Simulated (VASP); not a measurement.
Level of theory: PBEsol GGA, VASP's PBE PAW potentials (set 64) (plane waves; VASP).

VASP ran on this input.

File POSCAR:
```
MgS
1.0
  0.0000000000   2.8331200000   2.8331200000
  2.8331200000   0.0000000000   2.8331200000
  2.8331200000   2.8331200000   0.0000000000
Mg S
1 1
Cartesian
  0.0000000000   0.0000000000   0.0000000000
  4.2496800000   4.2496800000   4.2496800000
```

### INCAR
```
ALGO = Normal
EDIFF = 1E-6
EDIFFG = -0.01
ENCUT = 400
GGA = PS
IBRION = 2
ISIF = 3
ISMEAR = 0
LASPH = .TRUE.
LCHARG = .FALSE.
LREAL = .FALSE.
LWAVE = .FALSE.
NELM = 100
NSW = 60
PREC = Accurate
SIGMA = 0.05
SYSTEM = MgS
```

**KPOINTS**
```
Automatic mesh
0
Gamma
7 7 7
0 0 0
```

POTCAR, in this order: Mg S (PBE.64 set). Program: vasp_std.

What will the output report for the number of irreducible k-points (NKPTS), number of bands (NBANDS), largest plane-wave count, number of space-group operations, FFT grid (NGX, NGY, NGZ)?

- number of irreducible k-points (NKPTS) = 20
- number of bands (NBANDS) = 8
- largest plane-wave count = 869
- number of space-group operations = 24
- FFT grid (NGX, NGY, NGZ) = 28 × 28 × 28

The structure comes from a computed database's MgS entry (F-43m); how it stands against other phases isn't given here. This run relaxes it. Symmetry was kept, so distortions that lower it aren't found.
